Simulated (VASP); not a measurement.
**Lattice of Iridium, functional by functional**

Aim: relax Iridium at several levels of theory and compare the cells. The starting structure is a measured crystal structure from the Crystallography Open Database.

Program: VASP 6.6.1. Level of theory: Kohn-Sham DFT with plane waves and PAW; PBEsol, LDA, PBE, PBEsol + D3(BJ), r2SCAN, r2SCAN + rVV10, vdW-DF-cx and BLYP. Results are calculated unless marked as measured.

## 1. Starting point

Symmetry: Fm-3m, No. 225, cubic system. Conventional cell: a = 3.839 Å, b = 3.839 Å, c = 3.839 Å, α = 90.00°, β = 90.00°, γ = 90.00°. Nearest to Ir lie 12 Ir at 2.71 Å.

## 2. Relaxation with PBEsol

PBEsol restores the gradient expansion of exchange and is tuned for the cells of solids.

The input, INCAR:

```
SYSTEM = Ir
PREC = Accurate
ENCUT = 450
EDIFF = 1E-06
NELM = 100
ISMEAR = 1
SIGMA = 0.1
LREAL = .FALSE.
ALGO = Normal
GGA = PS
NBANDS = 10
LORBIT = 11
LWAVE = .FALSE.
LCHARG = .FALSE.
KPAR = 2
IBRION = 2
NSW = 50
ISIF = 3
EDIFFG = -0.01
```

The input, POSCAR:

```
Ir
1.0
    0.0000000000      1.9197000000      1.9197000000
    1.9197000000      0.0000000000      1.9197000000
    1.9197000000      1.9197000000      0.0000000000
Ir
1
Direct
    0.0000000000      0.0000000000      0.0000000000
```

The input, KPOINTS:

```
Automatic mesh
0
Gamma
12 12 12
0 0 0
```

Potentials, in the order of the species: Ir (PBE family, release 64).

Run with:

```console
mpirun -np 2 vasp_std
```

Output:

```text
[banner, memory and clock lines left out]
running    2 mpi-ranks, on    1 nodes
 distrk:  each k-point on    1 cores,    2 groups
 distr:  one band on    1 cores,    1 groups

 POSCAR found type information on POSCAR Ir
 POSCAR found :  1 types and       1 ions
|                                                                             |
|               ----> ADVICE to this user running VASP <----                  |
|                                                                             |
|     You enforced a specific xc type in the INCAR file but a different       |
|     [... a line on the potential file left out ...]
|     I HOPE YOU KNOW WHAT YOU ARE DOING!                                     |
|                                                                             |

 LDA part: xc-table for (Slater+PW92), standard interpolation
 POSCAR, INCAR and KPOINTS ok, starting setup
 FFT: planning ... GRIDC
 FFT: planning ... GRID_SOFT
 FFT: planning ... GRID
 WAVECAR not read
 entering main loop
       N       E                     dE             d eps       ncg     rms          rms(c)
DAV:   1     0.405156875735E+02    0.40516E+02   -0.39892E+03  1496   0.725E+02
DAV:   2    -0.972029712619E+01   -0.50236E+02   -0.47310E+02  1480   0.182E+02
DAV:   3    -0.104709235832E+02   -0.75063E+00   -0.74987E+00  1714   0.270E+01
DAV:   4    -0.104772221527E+02   -0.62986E-02   -0.62977E-02  1618   0.229E+00
DAV:   5    -0.104773470925E+02   -0.12494E-03   -0.12494E-03  1658   0.299E-01    0.157E+01
DAV:   6    -0.994117152178E+01    0.53618E+00   -0.94832E-01  1622   0.117E+01    0.612E+00
DAV:   7    -0.984413921596E+01    0.97032E-01   -0.29044E-01  1706   0.594E+00    0.145E+00
DAV:   8    -0.984276153598E+01    0.13777E-02   -0.20450E-03  1536   0.437E-01    0.129E+00
DAV:   9    -0.983702283252E+01    0.57387E-02   -0.29904E-03  1590   0.787E-01    0.499E-02
DAV:  10    -0.983699436875E+01    0.28464E-04   -0.32487E-05  2080   0.703E-02    0.307E-02
DAV:  11    -0.983699569223E+01   -0.13235E-05   -0.18513E-06  1526   0.993E-03    0.471E-03
DAV:  12    -0.983699573924E+01   -0.47012E-07   -0.38373E-08   774   0.223E-03
   1 F= -.98369957E+01 E0= -.98372353E+01  d E =-.983700E+01
 curvature:   0.00 expect dE= 0.000E+00 dE for cont linesearch  0.000E+00
 trial: gam= 0.00000 g(F)=  0.481E-64 g(S)=  0.572E-02 ort = 0.000E+00 (trialstep = 0.100E+01)
 search vector abs. value=  0.572E-02
 bond charge predicted
       N       E                     dE             d eps       ncg     rms          rms(c)
DAV:   1    -0.986959522325E+01   -0.32600E-01   -0.13607E+00  1568   0.167E+01    0.218E+00
DAV:   2    -0.983255738428E+01    0.37038E-01   -0.77048E-02  1576   0.344E+00    0.646E-01
DAV:   3    -0.982818586392E+01    0.43715E-02   -0.17026E-02  1694   0.145E+00    0.173E-01
DAV:   4    -0.982821687920E+01   -0.31015E-04   -0.21098E-04  1750   0.170E-01    0.887E-02
DAV:   5    -0.982825534596E+01   -0.38467E-04   -0.99271E-05  1712   0.625E-02    0.689E-03
DAV:   6    -0.982825830585E+01   -0.29599E-05   -0.21966E-06  1710   0.129E-02    0.221E-03
DAV:   7    -0.982825844818E+01   -0.14233E-06   -0.65451E-08   758   0.169E-03
   2 F= -.98282584E+01 E0= -.98284316E+01  d E =0.873729E-02
 trial-energy change:    0.008737  1 .order    0.008945   -0.005722    0.023612
 step:   0.2019(harm=  0.1951)  dis= 0.00000  next Energy=    -9.837575 (dE=-0.579E-03)
 bond charge predicted
       N       E                     dE             d eps       ncg     rms          rms(c)
DAV:   1    -0.986326965165E+01   -0.35011E-01   -0.86395E-01  1566   0.133E+01    0.153E+00
DAV:   2    -0.984026158922E+01    0.23008E-01   -0.52649E-02  1572   0.280E+00    0.591E-01
DAV:   3    -0.983758803320E+01    0.26736E-02   -0.10451E-02  1714   0.111E+00    0.174E-01
DAV:   4    -0.983757886071E+01    0.91725E-05   -0.23321E-04  1664   0.148E-01    0.275E-02
DAV:   5    -0.983758437037E+01   -0.55097E-05   -0.95222E-06  1934   0.167E-02    0.571E-03
DAV:   6    -0.983758489792E+01   -0.52755E-06   -0.14767E-07   822   0.339E-03
   3 F= -.98375849E+01 E0= -.98378130E+01  d E =-.589159E-03
 curvature:  -0.10 expect dE=-0.798E-08 dE for cont linesearch -0.798E-08
 trial: gam=-0.00377 g(F)=  0.437E-66 g(S)=  0.818E-07 ort = 0.216E-04 (trialstep = 0.840E+00)
 search vector abs. value=  0.101E-09
 reached required accuracy - stopping structural energy minimisation
```

It took 4.6 s on 2 MPI ranks of Intel Xeon 6975P-C (Granite Rapids), shared host; peak memory 0.25 GiB.

The logs omit lines about the potential files and the build; timing stands in the text.

Parts of OUTCAR (step 2):

```text
ion  position               nearest neighbor table
   1  0.000  0.000  0.000-

  LATTYP: Found a face centered cubic cell.
 ALAT       =     3.8394000000

 Subroutine GETGRP returns: Found 48 space group operations
 (whereof 48 operations were pure point group operations)

The static configuration has the point symmetry O_h .

 Found     72 irreducible k-points:

   k-points           NKPTS =     72   k-points in BZ     NKDIM =     72   number of bands    NBANDS=     10

   dimension x,y,z NGX =    20 NGY =   20 NGZ =   20
   dimension x,y,z NGXF=    40 NGYF=   40 NGZF=   40

   ENCUT  =  450.0 eV  33.07 Ry    5.75 a.u.   4.70  4.70  4.70*2*pi/ulx,y,z

   NELECT =       9.0000    total number of electrons

 k-points in reciprocal lattice and weights: Automatic mesh
   0.00000000  0.00000000  0.00000000       0.001
   0.08333333  0.00000000  0.00000000       0.005
   0.16666667  0.00000000  0.00000000       0.005
   0.25000000  0.00000000  0.00000000       0.005
   0.33333333  0.00000000  0.00000000       0.005
   0.41666667  0.00000000  0.00000000       0.005
   0.50000000  0.00000000  0.00000000       0.002
   0.08333333  0.08333333  0.00000000       0.003
   0.16666667  0.08333333  0.00000000       0.014
[...]
-0.33333333  0.50000000  0.16666667       0.007
  -0.25000000  0.50000000  0.25000000       0.003

 average (electrostatic) potential at core
       1 -48.5205

 E-fermi :  10.4027

 k-point     1 :       0.0000    0.0000    0.0000
  band No.  band energies     occupation
    ...
      2       6.4030      2.00000
      3       6.4030      2.00000
      4       6.4030      2.00000
      5       9.1483      2.00000
      6       9.1483      2.00000
      7      24.6560      0.00000
      8      30.2585      0.00000
      9      30.2585      0.00000
     10      30.2585      0.00000

 k-point     2 :       0.0833    0.0000    0.0000
  band No.  band energies     occupation
    ...
      2       6.2420      2.00000
      3       6.5345      2.00000
      4       6.5345      2.00000
      5       9.0661      2.00000
      6       9.0661      2.00000
      7      25.1850      0.00000
      8      28.8034      0.00000
      9      30.7682      0.00000
     10      30.7682      0.00000

 k-point     3 :       0.1667    0.0000    0.0000
  band No.  band energies     occupation
    ...
      2       5.9171      2.00000
      3       6.8025      2.00000
      4       6.8025      2.00000
      5       8.9862      2.00000
      6       8.9862      2.00000
      7      26.2407      0.00000
      8      26.6909      0.00000
      9      32.1904      0.00000
     10      32.1904      0.00000

  Total       -0.0007517     -0.0007517     -0.0007517      0.0000000      0.0000000      0.0000000
  in kB       -0.0856194     -0.0856194     -0.0856194      0.0000000      0.0000000      0.0000000
  external PRESSURE =      -0.0856194 kB  Pullay stress =       0.0000000 kB

  energy-cutoff  :      450.00
  volume of cell :       14.07
      direct lattice vectors                 reciprocal lattice vectors
     0.000000000  1.915981758  1.915981758    -0.260962819  0.260962819  0.260962819
     1.915981758 -0.000000000  1.915981758     0.260962819 -0.260962819  0.260962819
     1.915981758  1.915981758 -0.000000000     0.260962819  0.260962819 -0.260962819

 POSITION                                       TOTAL-FORCE (eV/Angst)
 -----------------------------------------------------------------------------------
      0.00000      0.00000      0.00000         0.000000      0.000000     -0.000000
 -----------------------------------------------------------------------------------
    total drift:                                0.000000      0.000000     -0.000000

  FREE ENERGIE OF THE ION-ELECTRON SYSTEM (eV)
  ---------------------------------------------------
  free  energy   TOTEN  =        -9.8375848979 eV

  energy  without entropy=       -9.8382692677  energy(sigma->0) =       -9.83781302

 reached required accuracy - stopping structural energy minimisation

 total charge
# of ion       s       p       d       tot
------------------------------------------
    1        0.674   0.749   6.980   8.403

[... 3 further parts left out ...]
```

This run has no spin polarisation. Its electron count is odd, so without a moment it is a metal by construction. The PAW data sets were made with PBE, which is usual practice but a small mismatch for other functionals. The run keeps the 48 symmetry operations of its start, so it cannot find a distortion of lower symmetry.

With PBEsol the relaxed cell holds 14.067 Å³ an atom, -0.58 % against the measured cell, with a = 3.832 Å.

## 3. Relaxation with LDA

LDA, the lowest rung, knows the local density alone.

INCAR, as its differences from that of step 2:

```diff
@@ -9,3 +9,3 @@
 ALGO = Normal
-GGA = PS
+GGA = CA
 NBANDS = 10
```

POSCAR is that of step 2.

KPOINTS is that of step 2.

Potentials, in the order of the species: Ir (LDA family, release 64).

Run with:

```console
mpirun -np 2 vasp_std
```

Output:

```text
[banner, memory and clock lines left out]
running    2 mpi-ranks, on    1 nodes
[...]
LDA part: xc-table for (Slater(with rela. corr.)+CA(PZ))
 , standard interpolation
 POSCAR, INCAR and KPOINTS ok, starting setup
[...]
entering main loop
       N       E                     dE             d eps       ncg     rms          rms(c)
DAV:   1     0.403183874593E+02    0.40318E+02   -0.39841E+03  1506   0.728E+02
DAV:   2    -0.101658860016E+02   -0.50484E+02   -0.47444E+02  1480   0.182E+02
DAV:   3    -0.109571033001E+02   -0.79122E+00   -0.79038E+00  1720   0.279E+01
DAV:   4    -0.109642262384E+02   -0.71229E-02   -0.71220E-02  1632   0.244E+00
[...]
DAV:  10    -0.103396520238E+02    0.74356E-04   -0.60411E-05  1984   0.107E-01    0.459E-02
DAV:  11    -0.103396530905E+02   -0.10666E-05   -0.28767E-06  1566   0.157E-02    0.948E-03
DAV:  12    -0.103396530818E+02    0.86118E-08   -0.46752E-08   772   0.181E-03
   1 F= -.10339653E+02 E0= -.10339907E+02  d E =-.103397E+02
[... from here on, the cycles between the ionic steps are left out ...]
   2 F= -.10254105E+02 E0= -.10254212E+02  d E =0.855484E-01
   3 F= -.10344737E+02 E0= -.10344973E+02  d E =-.508406E-02
   4 F= -.10344742E+02 E0= -.10344978E+02  d E =-.508915E-02
[...]
reached required accuracy - stopping structural energy minimisation
```

Run time: 5.2 s. Hardware: 2 MPI ranks; peak memory 0.26 GiB; 9.4 s of CPU time.

Parts of OUTCAR (step 3):

```text
  Total       -0.0026640     -0.0026640     -0.0026640      0.0000000     -0.0000000     -0.0000000
  in kB       -0.3068563     -0.3068563     -0.3068563      0.0000000     -0.0000000     -0.0000000
  external PRESSURE =      -0.3068563 kB  Pullay stress =       0.0000000 kB

 POSITION                                       TOTAL-FORCE (eV/Angst)
 -----------------------------------------------------------------------------------
      3.81759      1.90879      1.90879        -0.000000     -0.000000      0.000000
 -----------------------------------------------------------------------------------
    total drift:                               -0.000000     -0.000000     -0.000000

  FREE ENERGIE OF THE ION-ELECTRON SYSTEM (eV)
  ---------------------------------------------------
  free  energy   TOTEN  =       -10.3447422324 eV

  energy  without entropy=      -10.3454486230  energy(sigma->0) =      -10.34497770

[... 2 parts as in an earlier step ...]

[... 2 further parts left out ...]
[key lines of the parts left out:]
E-fermi :  10.6658
```

With LDA the relaxed cell holds 13.909 Å³ an atom, -1.69 % against the measured cell, with a = 3.818 Å. That is -1.12 % from PBEsol.

## 4. Relaxation with PBE

PBE, the usual starting point, adds the gradient of the density.

INCAR, as its differences from that of step 3:

```diff
@@ -9,3 +9,3 @@
 ALGO = Normal
-GGA = CA
+GGA = PE
 NBANDS = 10
```

POSCAR is that of step 3.

KPOINTS is that of step 3.

PAW data sets: Ir (PBE family, release 64).

Run with:

```console
mpirun -np 2 vasp_std
```

Output:

```text
[banner, memory and clock lines left out]
running    2 mpi-ranks, on    1 nodes
[...]
LDA part: xc-table for (Slater+PW92), standard interpolation
 POSCAR, INCAR and KPOINTS ok, starting setup
[...]
entering main loop
       N       E                     dE             d eps       ncg     rms          rms(c)
DAV:   1     0.416735126123E+02    0.41674E+02   -0.39911E+03  1496   0.725E+02
DAV:   2    -0.865267834676E+01   -0.50326E+02   -0.47416E+02  1480   0.183E+02
DAV:   3    -0.940946170729E+01   -0.75678E+00   -0.75605E+00  1714   0.272E+01
DAV:   4    -0.941582881707E+01   -0.63671E-02   -0.63663E-02  1612   0.231E+00
[...]
DAV:  10    -0.885583568523E+01    0.93470E-05   -0.33140E-05  2064   0.659E-02    0.391E-02
DAV:  11    -0.885583813341E+01   -0.24482E-05   -0.26614E-06  1564   0.173E-02    0.550E-03
DAV:  12    -0.885583816671E+01   -0.33298E-07   -0.22672E-08   784   0.145E-03
   1 F= -.88558382E+01 E0= -.88561067E+01  d E =-.885584E+01
[... from here on, the cycles between the ionic steps are left out ...]
   2 F= -.87483257E+01 E0= -.87485743E+01  d E =0.107512E+00
   3 F= -.88655141E+01 E0= -.88657971E+01  d E =-.967589E-02
   4 F= -.88655312E+01 E0= -.88658140E+01  d E =-.969299E-02
[...]
reached required accuracy - stopping structural energy minimisation
```

Elapsed: 5.4 s, on 2 MPI ranks; peak memory 0.27 GiB.

OUTCAR, selected parts (step 4):

```text
  Total       -0.0025914     -0.0025914     -0.0025914      0.0000000      0.0000000     -0.0000000
  in kB       -0.2863313     -0.2863313     -0.2863313      0.0000000      0.0000000     -0.0000000
  external PRESSURE =      -0.2863313 kB  Pullay stress =       0.0000000 kB

 POSITION                                       TOTAL-FORCE (eV/Angst)
 -----------------------------------------------------------------------------------
      0.00000      0.00000      0.00000         0.000000     -0.000000      0.000000
 -----------------------------------------------------------------------------------
    total drift:                                0.000000      0.000000      0.000000

  FREE ENERGIE OF THE ION-ELECTRON SYSTEM (eV)
  ---------------------------------------------------
  free  energy   TOTEN  =        -8.8655311604 eV

  energy  without entropy=       -8.8663797346  energy(sigma->0) =       -8.86581402

[... 2 parts as in an earlier step ...]

[... 2 further parts left out ...]
[key lines of the parts left out:]
E-fermi :  10.0342
```

With PBE the relaxed cell holds 14.500 Å³ an atom, +2.48 % against the measured cell, with a = 3.871 Å. That is +3.08 % from PBEsol.

## 5. Relaxation with PBEsol + D3(BJ)

D3 with Becke-Johnson damping keeps a finite attraction at short range.

INCAR, as its differences from that of step 4:

```diff
@@ -9,3 +9,4 @@
 ALGO = Normal
-GGA = PE
+GGA = PS
+IVDW = 12
 NBANDS = 10
```

POSCAR is that of step 4.

KPOINTS is that of step 4.

Run with:

```console
mpirun -np 2 vasp_std
```

Output:

```text
[banner, memory and clock lines left out]
running    2 mpi-ranks, on    1 nodes
[...]
[... a notice as in an earlier step ...]

 LDA part: xc-table for (Slater+PW92), standard interpolation
 POSCAR, INCAR and KPOINTS ok, starting setup
[...]
entering main loop
       N       E                     dE             d eps       ncg     rms          rms(c)
[... 12 cycles as in an earlier step ...]
   1 F= -.10551623E+02 E0= -.10551862E+02  d E =-.105516E+02
[... from here on, the cycles between the ionic steps are left out ...]
   2 F= -.10324308E+02 E0= -.10324219E+02  d E =0.227315E+00
   3 F= -.10564089E+02 E0= -.10564271E+02  d E =-.124659E-01
   4 F= -.10564120E+02 E0= -.10564300E+02  d E =-.124974E-01
[...]
reached required accuracy - stopping structural energy minimisation
```

The job ended after 5.6 s (2 MPI ranks; peak memory 0.27 GiB).

OUTCAR, selected parts (step 5):

```text
 Edisp (eV)   -0.73320

 Edisp (eV)   -0.73401

  Total      -0.00846    -0.00846    -0.00846    -0.00000     0.00000    -0.00000
  in kB      -0.98361    -0.98361    -0.98361    -0.00000     0.00000    -0.00000
  external pressure =       -0.98 kB  Pullay stress =        0.00 kB

 POSITION                                       TOTAL-FORCE (eV/Angst)
 -----------------------------------------------------------------------------------
      0.00000      0.00000      0.00000        -0.000000      0.000000     -0.000000
 -----------------------------------------------------------------------------------
    total drift:                                0.000000      0.000000     -0.000000

  FREE ENERGIE OF THE ION-ELECTRON SYSTEM (eV)
  ---------------------------------------------------
  free  energy   TOTEN  =       -10.5641202697 eV

  energy  without entropy=      -10.5646582744  energy(sigma->0) =      -10.56429960

[... 2 parts as in an earlier step ...]

[... 2 further parts left out ...]
[key lines of the parts left out:]
E-fermi :  10.7709
```

With PBEsol + D3(BJ) the relaxed cell holds 13.779 Å³ an atom, -2.62 % against the measured cell, with a = 3.806 Å. That is -2.05 % from PBEsol.

(Part 1 of 2 ends here.)

[Lines on the potential files, build, host, timing and source positions are cut from VASP's logs without a mark.]

[Logs are printed without paths, hosts, clocks, repeated set-up lines and the standing remarks that a program may print on its own settings, such as how far it seeks lower states.]

[Hosts, paths, dates, database ids (printed as entryN), source tags and the programs' standing remarks are cut or masked in the printed files.]
